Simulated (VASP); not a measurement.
A run of VASP 6.6.1:

INCAR

```
ALGO     = Fast           # electronic algorithm
EDIFF    = 1E-4           # SCF threshold, eV
EDIFFG   = -0.08          # ionic threshold
ENCUT    = 520            # plane-wave cutoff, eV
GGA      = PE             # functional
IBRION   = 2              # ionic algorithm
ISIF     = 3              # what is computed and relaxed
ISMEAR   = 0              # smearing method
KPAR     = 4            
LASPH    = T              # aspherical terms in the spheres
LCHARG   = F              # write CHGCAR
LREAL    = F              # projectors in reciprocal space
LWAVE    = F              # write WAVECAR
NELM     = 60             # most SCF steps
NSW      = 24             # ionic steps
PREC     = Normal         # precision mode
SIGMA    = 0.15           # smearing width, eV
```

KPOINTS

```
k-points
0
Gamma
  5 5 2
```

Contents of POSCAR:

```
Ga2Ge2O3
1.0
    3.3000000000      0.0000000000      0.0000000000
   -1.6500000000      2.8578838300      0.0000000000
    0.0000000000      0.0000000000     10.6000000000
Ga Ge O
2 2 3
Direct
    0.3333333300      0.6666666700      0.1050000000
    0.6666666700      0.3333333300      0.8950000000
    0.6666666700      0.3333333300      0.4050000000
    0.3333333300      0.6666666700      0.5950000000
    0.6666666700      0.3333333300      0.1900000000
    0.3333333300      0.6666666700      0.8100000000
    0.0000000000      0.0000000000      0.0000000000
```

Potentials or basis: VASP PAW PBE potentials, release 64 (Ga_d, Ge_d, O).

Launch:

```console
$ cat potpaw_PBE.64/Ga_d/POTCAR potpaw_PBE.64/Ge_d/POTCAR potpaw_PBE.64/O/POTCAR > POTCAR
$ mpirun -np 4 vasp_std > vasp.out
```

Hardware: 4 MPI ranks on Intel(R) Xeon(R) Platinum 8488C (Sapphire Rapids) (shared host).

Problem. Estimate the wall time of this run.

Solution. Run time: 78 s on 4 MPI ranks on Intel(R) Xeon(R) Platinum 8488C (Sapphire Rapids), with other jobs on the host, peak memory 0.17 GiB a rank. Counts: scf iterations 145, k points 10, ion steps 20.
